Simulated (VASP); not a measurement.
Computed with PBEsol GGA, VASP's PBE PAW potentials (set 64) (plane waves; VASP 6.6.1).

VASP input:

INCAR:
```
EDIFF = 1E-7   ! SCF stop (eV)
NELM = 100   ! most electronic steps
CSHIFT = 0.1
NEDOS = 1001   ! DOS grid
LOPTICS = .True.
NBANDS = 36
PREC = Accurate
ALGO = Normal
LCHARG = .False.
SIGMA = 0.01
LASPH = .True.
ENCUT = 520   ! plane-wave cut-off (eV)
ISMEAR = 0   ! Gaussian
GGA = PS   ! PBEsol
LWAVE = .False.
LREAL = .False.   ! projection in real space or not
SYSTEM = C
```

### POSCAR
```
C
7.1929610
  0.1711001379  -0.2963540633   0.0000000000
  0.1711001379   0.2963540633   0.0000000000
  0.0000000000   0.0000000000   0.9999999391
C
4
direct
  0.0000000000   0.0000000000   0.2500000000
  0.0000000000   0.0000000000   0.7500000000
  0.3333330000   0.6666670000   0.2500000000
  0.6666670000   0.3333330000   0.7500000000
```

**KPOINTS**
```
Automatic mesh
0
Gamma
18 18 6
0 0 0
```

POTCAR, in this order: C (PBE.64 set). Program: vasp_std.

The dielectric response may not be converged in the k-mesh; for small gaps it tends to come out too large. Without a dispersion term in the relaxation, distances and binding between the weakly bound layers, chains or molecules are unreliable, and so is what depends on them.

Task: What does the run give for the energy per atom (σ→0), band gap (on the k-mesh)?

Result: 
energy per atom (σ→0): -9.645 eV/atom
band gap (on the k-mesh): none (metal, semimetal or under 0.01 eV)

File OSZICAR:
```
...
DAV:   9    -0.385786018479E+02    0.42918E-02   -0.14163E-03 11728   0.238E-01    0.641E-02
DAV:  10    -0.385788052101E+02   -0.20336E-03   -0.39596E-04 12408   0.723E-02    0.616E-02
DAV:  11    -0.385788208110E+02   -0.15601E-04   -0.19473E-05 12076   0.186E-02    0.120E-02
DAV:  12    -0.385788214050E+02   -0.59398E-06   -0.17814E-06 12764   0.531E-03    0.299E-03
DAV:  13    -0.385788220304E+02   -0.62541E-06   -0.43320E-07 11848   0.211E-03    0.354E-04
DAV:  14    -0.385788220306E+02   -0.21942E-09   -0.15958E-08 11640   0.458E-04
   1 F= -.38578822E+02 E0= -.38578790E+02  d E =-.640683E-04
 imaginary and real dielectric function
```

The compound is C in the graphite structure. It was relaxed first, which changed the volume by +7 %.
